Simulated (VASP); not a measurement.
An input for Ansatz (written as the equivalent of a VASP run, and not itself run):

Ansatz 0.2 input:
```yaml
crystal:
  lattice:
    - [4.0593967, 0.0000000, 0.0000000]
    - [0.0000000, 4.0593967, 0.0000000]
    - [0.0000000, 0.0000000, 4.0593967]
  atoms:
    - { symbol: Ba, position: [0.0000000, 0.0000000, 0.0000000] }
    - { symbol: Ti, position: [0.5000000, 0.5000000, 0.5000000] }
    - { symbol: O, position: [0.5000000, 0.0000000, 0.5000000] }
    - { symbol: O, position: [0.0000000, 0.5000000, 0.5000000] }
    - { symbol: O, position: [0.5000000, 0.5000000, 0.0000000] }
kpoints:
  mp_grid: { grid: [6, 6, 6] }
hamiltonian:
  xc: revpbe
  pseudopotentials: { kind: paw }
scf:
  occupations: { method: tetrahedron }
  max_iter: 100
output: { forces: true, stress: true, eigenvalues: true }
```

**Question.** Write the VASP files for the same calculation (revPBE).

**Answer.** This is not unique; one that fits is 
KPOINTS:
```
Regular mesh
0
gamma
 6 6 6
```

### POSCAR
```
BaTiO3
1
    4.0593967347     0.0000000000     0.0000000000
    0.0000000000     4.0593967347     0.0000000000
    0.0000000000     0.0000000000     4.0593967347
Ba Ti O
1 1 3
Direct
  0.0000000000   0.0000000000   0.0000000000
  0.5000000000   0.5000000000   0.5000000000
  0.5000000000   0.0000000000   0.5000000000
  0.0000000000   0.5000000000   0.5000000000
  0.5000000000   0.5000000000   0.0000000000
```

### INCAR
```
SYSTEM = BaTiO3
PREC = Accurate
ENCUT = 520
EDIFF = 1E-7
NELM = 100
ALGO = Normal
LREAL = .FALSE.
LASPH = .TRUE.
ISMEAR = -5
GGA = RE
LMAXMIX = 4
LWAVE = .FALSE.
LCHARG = .TRUE.
LORBIT = 11
NEDOS = 601
ISIF = 2
LEFG = .TRUE.
```

POTCAR, in this order: Ba_sv Ti_sv O (PBE.64 set). Program: vasp_std.

What does not carry over: each code has its own PAW files, so the cut-off isn't converted (ENCUT is set for VASP's; basis.ecutwfc is left out, and Ansatz then takes the one that its files recommend); Ansatz stops its SCF on the density residual and VASP on the energy change (EDIFF); the field gradients of LEFG aren't asked of the other code.

The compound is BaTiO3 in the cubic perovskite structure, the ideal cubic form; the compound distorts at low or room temperature. It was relaxed first.
